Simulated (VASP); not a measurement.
Consider the following.

```yaml
crystal:
  lattice:
    - [2.18500, -3.78453, 0.00000]
    - [2.18500, 3.78453, 0.00000]
    - [0.00000, 0.00000, 4.95000]
  atoms:
    - { symbol: Se, position: [0.00000, 0.22500, 0.66667] }
    - { symbol: Se, position: [0.77500, 0.77500, 0.00000] }
    - { symbol: Se, position: [0.22500, 0.00000, 0.33333] }
```

Level of theory: PBE GGA, VASP's PBE PAW potentials (set 64) (plane waves; VASP). Settings: 300 eV cut-off, 6×6×5 Γ-centred mesh, Fermi-Dirac smearing of 0.010 eV, potentials Se.

Question: Give the energies of bands 4 to 12 at the high-symmetry points, in eV from the valence-band maximum.

Answer: 
| band | Γ | M | K | A | L | H |
|---|---|---|---|---|---|---|
| 4 | -3.86 | -5.17 | -5.00 | -4.89 | -5.92 | -5.76 |
| 5 | -3.86 | -4.73 | -5.00 | -3.41 | -4.46 | -4.96 |
| 6 | -3.77 | -3.46 | -2.84 | -3.41 | -4.26 | -4.96 |
| 7 | -2.07 | -2.91 | -2.84 | -1.57 | -1.94 | -1.01 |
| 8 | -2.07 | -1.80 | -2.70 | -1.57 | -1.39 | -0.23 |
| 9 | -0.43 | -1.02 | -1.64 | -1.14 | 0.00 | -0.23 |
| 10 | 1.88 | 1.93 | 3.05 | 1.21 | 1.64 | 1.02 |
| 11 | 1.88 | 2.33 | 3.05 | 1.21 | 2.70 | 2.71 |
| 12 | 2.16 | 4.10 | 3.72 | 1.27 | 2.96 | 2.71 |

The gap is indirect, 1.02 eV, from the valence maximum at L to the conduction minimum at H.

The structure is a typed Se crystal. The cell was not relaxed at this level.
